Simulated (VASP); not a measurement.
# Ti2Ge5Ru (P4/mmm) in VASP: further runs

One crystal, Ti2Ge5Ru, is run at these levels: PBE; tasks: relaxation of cell and atoms.

Everything below comes from runs of VASP 6.6.1. Logs are shortened: lines on timing, memory, paths and dates and some standing lists are left out, and cuts for length are marked.

## 1. The structure

The structure is tetragonal, space group P4/mmm (No. 123). The conventional cell has a = 4.040 Å, b = 4.040 Å, c = 8.080 Å, α = 90.00°, β = 90.00°, γ = 90.00°. Around Ti (site symmetry 4/mmm) lie 8 Ge at 2.77 Å and 4 Ru at 2.86 Å. Ti (site symmetry 4/mmm) has 12 Ge at 2.86 to 2.94 Å as nearest neighbours. Ge (site symmetry 2mm) is surrounded by 4 Ti at 2.77 to 2.94 Å and 2 Ru at 2.77 Å and 6 Ge at 2.86 to 2.94 Å. Ge (site symmetry 4/mmm) is surrounded by 4 Ti at 2.86 Å and 8 Ge at 2.94 Å. Ru (site symmetry 4/mmm) has 8 Ge at 2.77 Å and 4 Ti at 2.86 Å as nearest neighbours.

The cell was built by a generator and needn't be a form met in nature.

## 2. Relaxation of cell and atoms, PBE

File INCAR:

```
ALGO = Fast ; EDIFF = 1E-4
EDIFFG = -0.08 ; ENCUT = 520
GGA = PE ; IBRION = 2
ISIF = 3 ; ISMEAR = 0
LASPH = True ; LCHARG = False
LREAL = False ; LWAVE = False
NELM = 60 ; NSW = 24
PREC = Normal ; SIGMA = 0.15
```

File KPOINTS:

```
k-points
0
Gamma
  4 4 2
```

File POSCAR:

```
Ti2Ge5Ru
1.0
    4.0400000000      0.0000000000      0.0000000000
    0.0000000000      4.0400000000      0.0000000000
    0.0000000000      0.0000000000      8.0800000000
Ti Ge Ru
2 5 1
Direct
    0.0000000000      0.0000000000      0.0000000000
    0.0000000000      0.0000000000      0.5000000000
    0.0000000000      0.5000000000      0.7650000000
    0.5000000000      0.0000000000      0.7650000000
    0.0000000000      0.5000000000      0.2350000000
    0.5000000000      0.0000000000      0.2350000000
    0.5000000000      0.5000000000      0.5000000000
    0.5000000000      0.5000000000      0.0000000000
```

Potentials or basis: VASP PAW PBE potentials, release 64 (Ti_sv, Ge_d, Ru_pv).

Run with:

```console
cat potpaw_PBE.64/Ti_sv/POTCAR potpaw_PBE.64/Ge_d/POTCAR potpaw_PBE.64/Ru_pv/POTCAR > POTCAR
mpirun -np 1 vasp_std > vasp.out
```

OUTCAR:

```text
EDIFF = 1E-4
   EDIFFG = -0.08
   ENCUT = 520
   GGA = PE
   IBRION = 2
   ISIF = 3
   ISMEAR = 0
   LASPH = True
   LREAL = False
   NELM = 60
   NSW = 24
   PREC = Normal

 ion  position               nearest neighbor table
   1  0.000  0.000  0.000-   3 2.77   4 2.77   5 2.77   6 2.77   3 2.77   5 2.77   4 2.77   6 2.77
                             8 2.86   8 2.86   8 2.86   8 2.86
   2  0.000  0.000  0.500-   7 2.86   7 2.86   7 2.86   7 2.86
   3  0.000  0.500  0.765-   1 2.77   8 2.77   1 2.77   8 2.77   4 2.86   4 2.86   4 2.86   4 2.86

   4  0.500  0.000  0.765-   1 2.77   8 2.77   8 2.77   1 2.77   3 2.86   3 2.86   3 2.86   3 2.86

   5  0.000  0.500  0.235-   1 2.77   8 2.77   1 2.77   8 2.77   6 2.86   6 2.86   6 2.86   6 2.86

   6  0.500  0.000  0.235-   1 2.77   8 2.77   8 2.77   1 2.77   5 2.86   5 2.86   5 2.86   5 2.86

   7  0.500  0.500  0.500-   2 2.86   2 2.86   2 2.86   2 2.86
   8  0.500  0.500  0.000-   3 2.77   4 2.77   5 2.77   6 2.77   4 2.77   6 2.77   3 2.77   5 2.77
                             1 2.86   1 2.86   1 2.86   1 2.86

  LATTYP: Found a simple tetragonal cell.
 ALAT       =     4.0400000000
 C/A-ratio  =     2.0000000000

  Lattice vectors:

 A1 = (   4.0400000000,   0.0000000000,   0.0000000000)
 A2 = (   0.0000000000,   4.0400000000,   0.0000000000)
 A3 = (   0.0000000000,   0.0000000000,   8.0800000000)

Analysis of symmetry for initial positions (statically):
=====================================================================
 Subroutine PRICEL returns:
 Original cell was already a primitive cell.

 Routine SETGRP: Setting up the symmetry group for a
 simple tetragonal supercell.

 Subroutine GETGRP returns: Found 16 space group operations
 (whereof 16 operations were pure point group operations)
 out of a pool of 16 trial point group operations.

The static configuration has the point symmetry D_4h.

Analysis of symmetry for dynamics (positions and initial velocities):
=====================================================================
 Subroutine PRICEL returns:
 Original cell was already a primitive cell.

 Routine SETGRP: Setting up the symmetry group for a
 simple tetragonal supercell.

 Subroutine GETGRP returns: Found 16 space group operations
 (whereof 16 operations were pure point group operations)
 out of a pool of 16 trial point group operations.

The dynamic configuration has the point symmetry D_4h.

 Subroutine INISYM returns: Found 16 space group operations
 (whereof 16 operations are pure point group operations),
 and found     1 'primitive' translations

----------------------------------------------------------------------------------------

                                     Primitive cell

  volume of cell :     131.8785

  direct lattice vectors                    reciprocal lattice vectors
     4.040000000  0.000000000  0.000000000     0.247524752  0.000000000  0.000000000
     0.000000000  4.040000000  0.000000000     0.000000000  0.247524752  0.000000000
     0.000000000  0.000000000  8.080000000     0.000000000  0.000000000  0.123762376

  length of vectors
     4.040000000  4.040000000  8.080000000     0.247524752  0.247524752  0.123762376

  position of ions in fractional coordinates (direct lattice)
     0.000000000  0.000000000  0.000000000
     0.000000000  0.000000000  0.500000000
     0.000000000  0.500000000  0.765000000
     0.500000000  0.000000000  0.765000000
     0.000000000  0.500000000  0.235000000
     0.500000000  0.000000000  0.235000000
     0.500000000  0.500000000  0.500000000
     0.500000000  0.500000000  0.000000000

  ion indices of the primitive-cell ions
   primitive index   ion index
                 1           1
                 2           2
                 3           3
                 4           4
                 5           5
                 6           6
                 7           7
                 8           8

----------------------------------------------------------------------------------------

 KPOINTS: k-points

Automatic generation of k-mesh.
 Grid dimensions read from file:
 generate k-points for:    4    4    2

 Generating k-lattice:

  Cartesian coordinates                     Fractional coordinates (reciprocal lattice)
     0.061881188  0.000000000  0.000000000     0.250000000  0.000000000  0.000000000
     0.000000000  0.061881188  0.000000000     0.000000000  0.250000000  0.000000000
     0.000000000  0.000000000  0.061881188     0.000000000  0.000000000  0.500000000

  Length of vectors
     0.061881188  0.061881188  0.061881188

  Shift w.r.t. Gamma in fractional coordinates (k-lattice)
     0.000000000  0.000000000  0.000000000

 Subroutine IBZKPT returns following result:
 ===========================================

 Found     12 irreducible k-points:

 Following reciprocal coordinates:
            Coordinates               Weight
  0.000000  0.000000  0.000000      1.000000
  0.250000  0.000000  0.000000      4.000000
  0.500000  0.000000  0.000000      2.000000
  0.250000  0.250000  0.000000      4.000000
  0.500000  0.250000  0.000000      4.000000
  0.500000  0.500000  0.000000      1.000000
  0.000000  0.000000  0.500000      1.000000
  0.250000  0.000000  0.500000      4.000000
  0.500000  0.000000  0.500000      2.000000
  0.250000  0.250000  0.500000      4.000000
  0.500000  0.250000  0.500000      4.000000
  0.500000  0.500000  0.500000      1.000000
   k-points           NKPTS =     12   k-points in BZ     NKDIM =     12   number of bands    NBANDS=     64
   number of dos      NEDOS =    301   number of ions     NIONS =      8
   total plane-waves  NPLWV =  27648
   dimension x,y,z NGX =    24 NGY =   24 NGZ =   48
   dimension x,y,z NGXF=    48 NGYF=   48 NGZF=   96
   ions per type =               2   5   1
   NGX,Y,Z   is equivalent  to a cutoff of   9.88,  9.88,  9.88 a.u.
   NGXF,Y,Z  is equivalent  to a cutoff of  19.75, 19.75, 19.75 a.u.
 SYSTEM =  unknown system
   PREC   = normal    normal or accurate (medium, high low for compatibility)
   ISTART =      0    job   : 0-new  1-cont  2-samecut
   ICHARG =      2    charge: 1-file 2-atom 10-const
   ISPIN  =      1    spin polarized calculation?
   LNONCOLLINEAR =      F non collinear calculations
   LSORBIT =      F    spin-orbit coupling
   LASPH  =      T    aspherical Exc in radial PAW
   ENCUT  =  520.0 eV  38.22 Ry    6.18 a.u.   7.51  7.51 15.02*2*pi/ulx,y,z
   NELM   =     60;   NELMIN=  2; NELMDL= -5     # of ELM steps
   EDIFF  = 0.1E-03   stopping-criterion for ELM
   LREAL  =      F    real-space projection
   EDIFFG = -.8E-01   stopping-criterion for IOM
   NSW    =     24    number of steps for IOM
   IBRION =      2    ionic relax: 0-MD 1-quasi-New 2-CG
   NFREE  =      1    steps in history (QN), initial steepest desc. (CG)
   ISIF   =      3    stress and relaxation
   ISYM   =      2    0-nonsym 1-usesym 2-fastsym
   POTIM  = 0.5000    time-step for ionic-motion
   TEBEG  =    0.0;   TEEND  =   0.0 temperature during run
   PSTRESS=    0.0 pullay stress
   NELECT =     108.0000    total number of electrons
   NUPDOWN=      -1.0000    fix difference up-down
   EMIN   =  10.00;   EMAX   =-10.00  energy-range for DOS
   EFERMI =   0.00;   METHOD = LEGACY
   ISMEAR =     0;   SIGMA  =   0.15  broadening in eV -4-tet -1-fermi 0-gaus
   EFERMI_NEDOS =   21; number of points for ismear=-14 and -15
   IALGO  =     68    algorithm
   IMIX   =      4    mixing-type and parameters
     AMIX     =   0.40;   BMIX     =  1.00
     AMIX_MAG =   1.60;   BMIX_MAG =  1.00
  volume/ion in A,a.u.               =      16.48       111.25
  Fermi-wavevector in a.u.,A,eV,Ry     =   1.531645  2.894389 31.918393  2.345936
  Thomas-Fermi vector in A             =   2.638961
   LORBIT       =      0    0 simple, 1 ext, 2 COOP (PROOUT), +10 PAW based schemes
   GGA     = PE    functional components
   LHFCALC =     F    Hartree Fock is set to
   AEXX    =    0.0000 exact exchange contribution
   IVDW    =     0    specifies the selected vdW correction
   LEPSILON=     F    determine dielectric tensor
   LRPA    =     F    only Hartree local field effects (RPA)
 conjugate gradient relaxation of ions
 non-spin polarized calculation
 RMM-DIIS sequential band-by-band and
 Gauss-broadening in eV      SIGMA  =   0.15
  energy-cutoff  :      520.00
  volume of cell :      131.88
 maximum number of plane-waves:      3591
   NGX = 15   NGY = 15   NGZ = 31

--------------------------------------- Ionic step        1  -------------------------------------------

 number of electron     107.9999866 magnetization

 Free energy of the ion-electron system (eV)
  ---------------------------------------------------
  ext. energy  EPLUGINS =         0.00000000
  ---------------------------------------------------
  free energy    TOTEN  =       -48.46507511 eV

  energy without entropy =      -48.36421137  energy(sigma->0) =      -48.41464324

------------------------ aborting loop because EDIFF is reached ----------------------------------------

  FORCE on cell =-STRESS in cart. coord.  units (eV):
  Direction    XX          YY          ZZ          XY          YZ          ZX
  --------------------------------------------------------------------------------------
  -------------------------------------------------------------------------------------
  Total       -1.7574902     -1.7574902     -5.8823389      0.0000000     -0.0000000      0.0000000
  in kB      -21.3515498    -21.3515498    -71.4638708      0.0000000     -0.0000000      0.0000000
  external PRESSURE =     -38.0556568 kB  Pullay stress =       0.0000000 kB
[... 107 lines left out ...]
  FREE ENERGIE OF THE ION-ELECTRON SYSTEM (eV)
  ---------------------------------------------------
  free  energy   TOTEN  =       -48.5477340741 eV

  energy  without entropy=      -48.4553196586  energy(sigma->0) =      -48.50152687

[... ionic steps 4 to 7 ...]

--------------------------------------- Ionic step        8  -------------------------------------------

 number of electron     108.0000258 magnetization

------------------------ aborting loop because EDIFF is reached ----------------------------------------

  FORCE on cell =-STRESS in cart. coord.  units (eV):
  Direction    XX          YY          ZZ          XY          YZ          ZX
  --------------------------------------------------------------------------------------
  -------------------------------------------------------------------------------------
  Total       -1.6616069     -1.6616069     -1.7697392      0.0000000      0.0000000     -0.0000000
  in kB      -20.3166900    -20.3166900    -21.6388377      0.0000000      0.0000000     -0.0000000
  external PRESSURE =     -20.7574059 kB  Pullay stress =       0.0000000 kB
[... 69 lines left out ...]
  energy  without entropy=      -48.7328925009  energy(sigma->0) =      -48.76461187

--------------------------------------- Ionic step       10  -------------------------------------------

 number of electron     108.0000331 magnetization

 Free energy of the ion-electron system (eV)
  ---------------------------------------------------
  ext. energy  EPLUGINS =         0.00000000
  ---------------------------------------------------
  free energy    TOTEN  =       -48.80374346 eV

  energy without entropy =      -48.74365995  energy(sigma->0) =      -48.77370171

 E-fermi :   9.0926     XC(G=0): -12.1546

 val. band max:        9.0098492115   @ k =   0.5000   0.0000   0.0000
 cond. band min:       9.1377346363   @ k =   0.2500   0.2500   0.0000
 fundamental gap:      0.1278854248
 Fermi energy:         9.0925819371

 k-point     1 :       0.0000    0.0000    0.0000
  band No.  band energies     occupation
      1     -48.5068      2.00000
      2     -48.0259      2.00000
      3     -33.1681      2.00000
      4     -33.1681      2.00000
      5     -33.1191      2.00000
      6     -24.7999      2.00000
[... 828 lines left out ...]
  FREE ENERGIE OF THE ION-ELECTRON SYSTEM (eV)
  ---------------------------------------------------
  free  energy   TOTEN  =       -48.8037434639 eV

  energy  without entropy=      -48.7436599461  energy(sigma->0) =      -48.77370171

 reached required accuracy - stopping structural energy minimisation
```

It took 13 min on 1 thread of Intel Xeon Platinum 8259CL at 2.50GHz (Skylake/Cascade Lake), shared host; peak memory 0.23 GiB.

Results:

```
Free energy                            : -48.8037 eV
Relaxed volume                         : 16.08 Å³/atom
Relaxed cell                           : a = 4.224 Å, b = 4.224 Å, c = 7.212 Å, α = 90.00°, β = 90.00°, γ = 90.00°
Space group after relaxing (to 0.05 Å) : P4/mmm (No. 123)
Energy gained by relaxing              : 42.3 meV/atom
Ionic steps                            : 10
Pressure after relaxing                : 0.0 GPa
Largest force after relaxing           : 0.018 eV/Å
Band gap on the k mesh                 : none (metal or under the smearing width)
```

Forces on the atoms (eV/Å):
```
Ti   0.000  0.000  0.000
Ti   0.000  0.000  0.000
Ge   0.000  0.000 -0.018
Ge   0.000  0.000 -0.018
Ge   0.000  0.000  0.018
Ge   0.000  0.000  0.018
Ge   0.000  0.000  0.000
Ru   0.000  0.000  0.000
```

The path:
| step | energy change (eV) | largest force (eV/Å) | pressure (GPa) | volume (Å³) |
| --- | --- | --- | --- | --- |
| 1 | 0.0000 | 0.4157 | -3.81 | 131.88 |
| 2 | -0.0674 | 0.1443 | 3.75 | 124.52 |
| 3 | -0.0827 | 0.2613 | 1.84 | 127.02 |
| 4 | -0.1831 | 0.1162 | 1.24 | 127.37 |
| 5 | -0.3100 | 0.1989 | 0.96 | 127.82 |
| 6 | -0.3174 | 0.3026 | 1.15 | 127.86 |
| 7 | -0.3194 | 0.2648 | 1.15 | 127.86 |
| 8 | -0.3209 | 0.0092 | -2.08 | 131.03 |
| 9 | -0.3313 | 0.1380 | -0.68 | 129.45 |
| 10 | -0.3387 | 0.0183 | -0.03 | 128.66 |

Final structure:
```cif
data_structure
_symmetry_space_group_name_H-M 'P 1'
_symmetry_Int_Tables_number 1
_cell_length_a 4.2237
_cell_length_b 4.2237
_cell_length_c 7.2124
_cell_angle_alpha 90.000
_cell_angle_beta 90.000
_cell_angle_gamma 90.000
_cell_volume 128.66
loop_
_atom_site_label
_atom_site_type_symbol
_atom_site_fract_x
_atom_site_fract_y
_atom_site_fract_z
_atom_site_occupancy
Ti1 Ti 0.00000 0.00000 0.00000 1
Ti2 Ti 0.00000 0.00000 0.50000 1
Ge1 Ge 0.00000 0.50000 0.77324 1
Ge2 Ge 0.50000 0.00000 0.77324 1
Ge3 Ge 0.00000 0.50000 0.22676 1
Ge4 Ge 0.50000 0.00000 0.22676 1
Ge5 Ge 0.50000 0.50000 0.50000 1
Ru1 Ru 0.50000 0.50000 0.00000 1
```

Caveat: the k mesh is coarse (spacing up to 0.39 Å⁻¹), so the values aren't converged; the relaxation stopped at a loose force limit of 0.08 eV/Å, so its end isn't a converged minimum.

[end of part 1 of 3]
